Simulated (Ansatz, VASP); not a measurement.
# Ru (Ruthenium): VASP beside Ansatz

Aim: how closely do two programs agree when they are given the same cell, functional and k mesh? The structure shown comes from an earlier Ansatz run, which isn't shown and may have moved the atoms alone.

Program: Ansatz 0.2.0. Level of theory: plane waves, with VASP 6.6.1 beside it; elastic constants at PBEsol. Results are calculated unless marked as measured.

## (1) Starting point

The structure is hexagonal, space group P6_3/mmc (No. 194). The conventional cell has a = 2.705 Å, b = 2.705 Å, c = 4.194 Å, α = 90.00°, β = 90.00°, γ = 120.00°. Nearest to Ru lie 12 Ru at 2.61 to 2.70 Å.

## (2) Ansatz: elastic constants, PBEsol, pair 1

Ansatz runs on its default PAW (the set named soft_2) files.

Elastic constants are differences of stresses under small strains, so they test the stress and the mesh.

Input file input.yaml:

```yaml
crystal:
  lattice:
    - [2.7048491351, 0.0, 0.0]
    - [-1.3524245675, 2.3424680644, 0.0]
    - [0.0, 0.0, 4.1936030152]
  atoms:
    - { symbol: Ru, position: [0.3333333333, 0.6666666667, 0.25] }
    - { symbol: Ru, position: [0.6666666667, 0.3333333333, 0.75] }
kpoints:
  mp_grid: { grid: [4, 4, 4] }
hamiltonian:
  xc: pbesol
scf:
  occupations: { method: methfessel_paxton, width: 0.25 }
output:
  forces: true
  stress: true
  eigenvalues: true
elastic:
  mode: relaxed_ion
  stencil: two_point
  amplitude: 0.01
```

Started as:

```console
> ansatz run input.yaml --threads 4 --pin off --max-ram 16384MiB --backend cpu --events-out ev --progress --plain --runs-dir out
```

Numbers of over 12 decimals in the logs are rounded to 6 here.

What it wrote:

```text
Engine: ansatz 0.2.0, x86_64-unknown-linux-gnu
Pseudopotentials: kind: paw
Pseudopotential: Ru, paw, valence charge 16, recommended cutoff 420 eV (normal), Ru.paw.azcp
Functional definition: PBEsol
  exchange = pbesol_x
  correlation = pbesol_c
Crystal: 2 atoms, lattice volume = 26.571 Å³
Basis set: ecut = 420 eV, 537 PW (Γ), exchange–correlation on 40×40×60 points (8 copies of the dense FFT grid, shifted against one another)
Bands: 20, of which v1, the nominal top of the filled ones, is band 16 counted from 1 (15 counted from 0)
Symmetry: 24 space group operations
Space group: P63/mmc (ITA 194), of the structure as read, at distance tolerance 3.0e-5 Å
k-points: 12 of 64
Non-local potential: Ru, projectors of the file, l = 0: 3, l = 1: 2, l = 2: 2, l = 3: 1
PAW form: soft (Blöchl's): semilocal exchange-correlation on the pseudo side does not see the compensation charge
PAW frozen core: Ru, regenerated for the run's functional, and the local potential with it (the file was generated under x = pbe(κ = 0.804, μ = 0.219515), c = pbe(β = 0.066725))
PAW one-centre angular grid: Ru, 590 points (default); XC on 64 Gauss nodes
Initial density: superposition of atomic densities (neutral atoms: chi_scale 0, normalization atom), corrected by the library's trained network
Initial wavefunctions: pseudopotential atomic-orbital guess
Functional: x = pbesol(κ = 0.804, μ = 0.123457), c = pbesol(β = 0.046)
SCF iter   1: F=—  HF=-11633.116272 eV  |F-HF|=—  |Δ(HF+E_count)|=         —  Δρ=1.83e-2  dr2=4.09e-2  ethr=1.77e-3  ⟨swp⟩=5.0  Hψ=2140  notcnv=0
automatic band count: the SCF goes on with 24 bands, as 20 were too few: the levels above may hold too much charge
preconditioner: auto → none  [insulator: Δε(μ)=0.375 eV  Ē_g=11.680 eV  σ=0.250 eV  W_gap=0.55  n_scr=8 (ndim 8)  ℏωp=28.8 eV  f_vac=0.000  D(μ)=2.43/eV (n_scr^D=34)  ε∞_Penn≈7.1]
SCF iter   2: F=—  HF=-11633.101943 eV  |F-HF|=—  |Δ(HF+E_count)|=   1.43e-2  S|Δr|=    0.00e0  Δρ=5.93e-3  dr2=3.05e-3  ethr=1.28e-4  ⟨swp⟩=2.2  Hψ=570  notcnv=0
SCF iter   3: F=—  HF=-11633.101570 eV  |F-HF|=—  |Δ(HF+E_count)|=   3.73e-4  S|Δr|=    0.00e0  Δρ=1.31e-3  dr2=8.86e-5  ethr=9.52e-6  ⟨swp⟩=2.1  Hψ=432  notcnv=0
SCF iter   4: F=—  HF=-11633.101592 eV  |F-HF|=—  |Δ(HF+E_count)|=   2.25e-5  S|Δr|=    0.00e0  Δρ=2.60e-4  dr2=6.11e-6  ethr=2.77e-7  ⟨swp⟩=2.0  Hψ=396  notcnv=0
SCF iter   5: F=—  HF=-11633.101593 eV  |F-HF|=—  |Δ(HF+E_count)|=   1.14e-6  S|Δr|=    0.00e0  Δρ=2.30e-5  dr2=3.15e-8  ethr=1.91e-8  ⟨swp⟩=2.2  Hψ=366  notcnv=0
SCF iter   6: F=—  HF=-11633.101592 eV  |F-HF|=—  |Δ(HF+E_count)|=   1.72e-6  S|Δr|=    0.00e0  Δρ=2.63e-6  dr2=7.00e-10  ethr=9.84e-11  ⟨swp⟩=2.3  Hψ=437  notcnv=0
SCF iter   7: F=—  HF=-11633.101592 eV  |F-HF|=—  |Δ(HF+E_count)|=  2.62e-10  S|Δr|=    0.00e0  Δρ=1.93e-7  dr2=2.16e-12  ethr=2.19e-12  ⟨swp⟩=2.8  Hψ=481  notcnv=0
SCF iter   8: F=-11633.101592 eV  HF=-11633.101592 eV  |F-HF|=3.64e-12  |Δ(HF+E_count)|=  7.28e-12  S|Δr|=    0.00e0  Δρ=1.46e-8  dr2=2.36e-14  ethr=1.00e-12  ⟨swp⟩=7.2  Hψ=1149  notcnv=0
SCF 1 converged in 8 iterations: F = -11633.101592 eV  dr2 = 2.36e-14
  greatest PAW one-centre occupation: 0.999 electrons in one spin orbital (limit 2), on the Ru atom at site 1 (counted from 0), in its partial waves of l = 0
Crystal: 2 atoms, lattice volume = 26.305 Å³
Bands: 24, of which v1, the nominal top of the filled ones, is band 16 counted from 1 (15 counted from 0)
Symmetry: 8 space group operations
k-points: 21 of 64
Initial density: handed on by an earlier stage of this run
Initial wavefunctions: pseudopotential atomic-orbital guess (no wavefunctions were taken with the density)
iter 1 solved again at ethr=7.63e-4 eV; its pass at ethr=3.10e-3 eV (dr2=2.44e-1 eV) is discarded
SCF iter   1: F=—  HF=-11633.192409 eV  |F-HF|=—  |Δ(HF+E_count)|=         —  Δρ=3.77e-2  dr2=2.44e-1  ethr=7.63e-4  ⟨swp⟩=1.0  Hψ=2730  notcnv=0
preconditioner: auto → none  [metal: Δε(μ)=0.037 eV  Ē_g=11.863 eV  σ=0.250 eV  W_gap=0.13  n_scr=8 (ndim 8)  ℏωp=29.0 eV  f_vac=0.000  D(μ)=2.41/eV (n_scr^D=34)]
SCF iter   2: F=—  HF=-11633.095651 eV  |F-HF|=—  |Δ(HF+E_count)|=   9.68e-2  S|Δr|=    0.00e0  Δρ=5.12e-3  dr2=3.03e-3  ethr=7.63e-4  ⟨swp⟩=2.6  Hψ=926  notcnv=0
SCF iter   3: F=—  HF=-11633.095555 eV  |F-HF|=—  |Δ(HF+E_count)|=   9.61e-5  S|Δr|=    0.00e0  Δρ=1.92e-3  dr2=2.05e-4  ethr=9.46e-6  ⟨swp⟩=2.5  Hψ=865  notcnv=0
SCF iter   4: F=—  HF=-11633.095846 eV  |F-HF|=—  |Δ(HF+E_count)|=   2.91e-4  S|Δr|=    0.00e0  Δρ=4.36e-4  dr2=2.43e-5  ethr=6.39e-7  ⟨swp⟩=2.0  Hψ=545  notcnv=0
SCF iter   5: F=—  HF=-11633.095839 eV  |F-HF|=—  |Δ(HF+E_count)|=   7.03e-6  S|Δr|=    0.00e0  Δρ=5.59e-5  dr2=2.34e-7  ethr=7.58e-8  ⟨swp⟩=2.1  Hψ=791  notcnv=0
SCF iter   6: F=—  HF=-11633.095840 eV  |F-HF|=—  |Δ(HF+E_count)|=   1.05e-6  S|Δr|=    0.00e0  Δρ=1.27e-5  dr2=1.66e-8  ethr=7.32e-10  ⟨swp⟩=2.4  Hψ=829  notcnv=0
[...]
SCF iter   9: F=—  HF=-11633.099975 eV  |F-HF|=—  |Δ(HF+E_count)|=    0.00e0  S|Δr|=    0.00e0  Δρ=5.24e-8  dr2=3.20e-13  ethr=7.22e-14 (applied; sched 1.00e-12)  ⟨swp⟩=2.4  Hψ=830  notcnv=0
[...]
iter 1 solved again at ethr=1.00e-12 eV; its pass at ethr=3.10e-3 eV (dr2=9.02e-12 eV) is discarded
SCF iter   1: F=—  HF=-11633.099992 eV  |F-HF|=—  |Δ(HF+E_count)|=         —  Δρ=4.28e-7  dr2=9.34e-12  ethr=1.00e-12  ⟨swp⟩=2.0  Hψ=2619  notcnv=0
SCF iter   2: F=—  HF=-11633.099975 eV  |F-HF|=—  |Δ(HF+E_count)|=   1.69e-5  S|Δr|=    0.00e0  Δρ=2.33e-7  dr2=3.35e-12  ethr=2.92e-14 (applied; sched 1.00e-12)  ⟨swp⟩=3.0  Hψ=1362  notcnv=0
SCF iter   3: F=—  HF=-11633.099975 eV  |F-HF|=—  |Δ(HF+E_count)|=    0.00e0  S|Δr|=    0.00e0  Δρ=1.56e-7  dr2=1.35e-12  ethr=1.05e-14 (applied; sched 1.00e-12)  ⟨swp⟩=1.0  Hψ=576  notcnv=0
SCF iter   4: F=—  HF=-11633.099975 eV  |F-HF|=—  |Δ(HF+E_count)|=  3.64e-12  S|Δr|=    0.00e0  Δρ=9.97e-8  dr2=5.26e-13  ethr=4.22e-15 (applied; sched 1.00e-12)  ⟨swp⟩=1.0  Hψ=576  notcnv=0
SCF iter   5: F=—  HF=-11633.099975 eV  |F-HF|=—  |Δ(HF+E_count)|=    0.00e0  S|Δr|=    0.00e0  Δρ=7.23e-8  dr2=2.70e-13  ethr=1.64e-15 (applied; sched 1.00e-12)  ⟨swp⟩=1.0  Hψ=576  notcnv=0
SCF iter   6: F=-11633.099975 eV  HF=-11633.099975 eV  |F-HF|=1.82e-12  |Δ(HF+E_count)|=    0.00e0  S|Δr|=    0.00e0  Δρ=2.47e-8  dr2=3.07e-14  ethr=1.00e-12  ⟨swp⟩=2.6  Hψ=1664  notcnv=0
SCF 19 converged in 6 iterations: F = -11633.099975 eV  dr2 = 3.07e-14
SCF converged after 8 iterations
Stability not checked: this state was not tested for a lower state beside it, because cold or Methfessel-Paxton smearing, or corrected tetrahedra, fill the levels in a way that the test cannot read (fill_not_monotonic; see scf.lower_state_search)
Free energy (F): -11633.101592 eV
Harris-Foulkes:  -11633.101592 eV  (|F-HF|=3.64e-12)
Internal energy: -11633.090491 eV  (E = F + TS)
E sigma→0 (E₀):  -11633.098817 eV
Entropy (-TS):   -0.011100 eV (-5.550 meV/atom)
Fermi energy:    24.013325 eV
--- Per-component energies (eV) ---
  E_band       = -90.776609
  E_kinetic    = 1030.776711
  E_local      = -2475.839709  (includes V_loc(G=0)·N_el)
  E_nonlocal   = 689.961934
  E_hartree    = 794.135355
  E_xc         = -379.907100
  E_vxc        = -478.640628  (∫ρ·V_xc dr)
  E_paw        = -6799.151186  (= ΣΔE_a)
  E_vpaw       = -445.305196  (= ΣTr[D̂ρ^β])
  E_aug_tail   = -0.000426  (compensation charges beyond the density's cutoff)
  E_ewald      = -4493.572663
  E_core_change = 0.506592  (= ΣΔE_core)
  E_smearing   = -0.011100  (= −TS)
  E_closure    = -0.000000  (closes the sum)
  Σ components = -11633.101592   (vs F -11633.101592, Δ=0.00e0)
--- Forces (eV/Å), atoms counted from 1 ---
  atom   1  Ru     0.00000000    -0.00000000     0.00000000
  atom   2  Ru    -0.00000000     0.00000000     0.00000000
  max |Σ_I F_I| component: 4.63e-18 eV/Å
--- Stress (GPa, compression-positive) ---
        0.010045       0.000000       0.000000
        0.000000       0.010045       0.000000
        0.000000       0.000000       0.017876
  P = ⅓ Tr σ = 0.0127 GPa (0.127 kbar)
--- Band table (eV; the first three rows and the last of 12) ---
  k-point 0: bands = [... 12 lower, 21.6868, 22.1571, 22.1571, 22.3989, 22.3989, 25.2415, 25.2415, 25.4690, ... 4 higher]
  k-point 1: bands = [... 12 lower, 21.3350, 21.7278, 21.7278, 23.3150, 23.3150, 23.5397, 25.2636, 25.2636, ... 4 higher]
  k-point 2: bands = [... 12 lower, 21.1390, 21.1390, 21.2726, 21.2726, 24.6310, 24.6310, 24.6310, 24.6310, ... 4 higher]
  k-point 11: bands = [... 12 lower, 21.2404, 21.2404, 22.5867, 22.5867, 25.7258, 25.7258, 29.2234, 29.2234, ... 4 higher]
--- Elastic constants: 3 strain directions × 2 members + reference (group order 24) ---
  dense FFT box of the reference and of every strained cell: 20×20×30
  strains applied: 11, 33, 23; error gains: componentwise 1.00 (the most a stress slope's error grows in a printed constant), spectral 1.41 (1 for all six strains in a standard setting)
  C = ∂σ_k/∂η_j (tension-positive GPa; Voigt order 11 22 33 23 13 12):
       672.346    195.947    146.132      0.000      0.000      0.000
       195.947    672.346    146.132      0.000      0.000      0.000
       146.557    146.557    787.546      0.000      0.000      0.000
         0.000      0.000      0.000    195.966      0.000      0.000
         0.000      0.000      0.000      0.000    195.966      0.000
         0.000     -0.000     -0.000      0.000      0.000    238.200
  reference stress σ⁰ (GPa):     -0.010     -0.010     -0.018     -0.000     -0.000     -0.000
  C* (energy form; C + prestress term) asymmetry max|C*_kj − C*_jk| = 4.170e-1 GPa — a small one proves nothing (zero by symmetry where the batch's group is 432, −43m or m−3m); a large one is finite-difference/SCF noise where every solve meets its electron count
  moduli (Voigt/Reuss/Hill, GPa): K = 345.50/344.99/345.24   G = 235.60/228.98/232.29   E = 569.21   ν = 0.225
  mechanically stable: yes (min eigenvalue of sym C = 195.97 GPa)
  the stresses are not corrected for the forces that the relaxations left standing (`elastic.f_tol`)
  strain η (Voigt 11):  stress-route row diagonal C_11 = 672.35 GPa, energy-path curvature d²(F+E_count+ΔE)/dδ²/Ω₀ = 672.54 GPa
         δ    σ_11 (GPa)             F (eV)   n_scf  n_hpsi   n_pw
    -1.000e-2      -7.0329      -11633.0958418       6    6664    537   relax 3 steps, max|allowed force component| 8.46e-7 eV/Å
     1.000e-2       6.4140      -11633.0962025       5    6234    537   relax 3 steps, max|allowed force component| 6.05e-8 eV/Å
  strain η (Voigt 33):  stress-route row diagonal C_33 = 787.55 GPa, energy-path curvature d²(F+E_count+ΔE)/dδ²/Ω₀ = 788.76 GPa
         δ    σ_33 (GPa)             F (eV)   n_scf  n_hpsi   n_pw
    -1.000e-2      -8.2990      -11633.0948273       7    4659    524   relax 0 steps, max|allowed force component| 1.85e-17 eV/Å
     1.000e-2       7.4519      -11633.0953320       7    4407    538   relax 0 steps, max|allowed force component| 2.78e-17 eV/Å
  strain η (Voigt 23):  stress-route row diagonal C_44 = 195.97 GPa, energy-path curvature d²(F+E_count+ΔE)/dδ²/Ω₀ = 196.00 GPa
         δ    σ_23 (GPa)             F (eV)   n_scf  n_hpsi   n_pw
    -1.000e-2      -1.9597      -11633.0999749       7    8047    535   relax 3 steps, max|allowed force component| 1.40e-6 eV/Å
     1.000e-2       1.9597      -11633.0999749       6    7709    535   relax 3 steps, max|allowed force component| 1.01e-6 eV/Å
```

The column dr2 measures how far the density is from self-consistency, as an energy; F and HF (Harris–Foulkes) agree once it is small.

(Part 1 of 3 ends here.)

[Lines on the potential files, build, host, timing and source positions are cut from VASP's logs without a mark.]

[Logs are printed without paths, hosts, clocks, repeated set-up lines and the standing remarks that a program may print on its own settings, such as how far it seeks lower states.]

[Hosts, paths, dates, database ids (printed as entryN), source tags and the programs' standing remarks are cut or masked in the printed files.]
